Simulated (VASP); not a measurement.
Input for VASP

INCAR:
```
# general
SYSTEM  = SnTe
PREC    = Accurate
ENCUT   = 400
LREAL   = .False.   # projection in real space or not
LASPH   = .True.   # aspherical one-centre terms

# electronic loop
EDIFF   = 1E-6
NELM    = 100   # most electronic steps
ALGO    = Normal
LMAXMIX = 4
LMIXTAU = .True.

# smearing
ISMEAR  = 0   # Gaussian
SIGMA   = 0.05

# functional
METAGGA = R2SCAN

# ions
IBRION  = 2   # conjugate gradients
NSW     = 60
ISIF    = 3   # ions, shape and volume
EDIFFG  = -0.01   # ionic stop

# output
LWAVE   = .False.
LCHARG  = .False.
```

**KPOINTS**
```
Regular mesh
0
Gamma
  6 6 6
```

**POSCAR**
```
SnTe
1
    0.0000000000     3.6111450000     3.6111450000
    3.6111450000     0.0000000000     3.6111450000
    3.6111450000     3.6111450000     0.0000000000
Sn Te
1 1
Direct
  0.0000000000   0.0000000000   0.0000000000
  0.7500000000   0.7500000000   0.7500000000
```

POTCAR, in this order: Sn_d Te (PBE.64 set). Program: vasp_std.

Task: Write an equivalent input for Ansatz.

Result: One equivalent input (not run):
Ansatz 0.2 input:
```yaml
crystal:
  lattice:
    - [0.0000000, 3.6111450, 3.6111450]
    - [3.6111450, 0.0000000, 3.6111450]
    - [3.6111450, 3.6111450, 0.0000000]
  atoms:
    - { symbol: Sn, position: [0.0000000, 0.0000000, 0.0000000] }
    - { symbol: Te, position: [0.7500000, 0.7500000, 0.7500000] }
kpoints:
  mp_grid: { grid: [6, 6, 6] }
hamiltonian:
  xc: r2scan
  pseudopotentials: { kind: paw }
scf:
  occupations: { method: gaussian, width: 0.05 }
  max_iter: 100
relax:
  max_steps: 60
  f_tol: 0.01
  cell: {}
output: { forces: true, stress: true, eigenvalues: true }
```
What does not carry over: each code has its own PAW files, so the cut-off isn't converted (ENCUT is set for VASP's; basis.ecutwfc is left out, and Ansatz then takes the one that its files recommend); Ansatz stops its SCF on the density residual and VASP on the energy change (EDIFF).

The structure comes from a computed database's SnTe entry (F-43m); how it stands against other phases isn't given here. This run relaxes it. Symmetry was kept, so distortions that lower it aren't found.
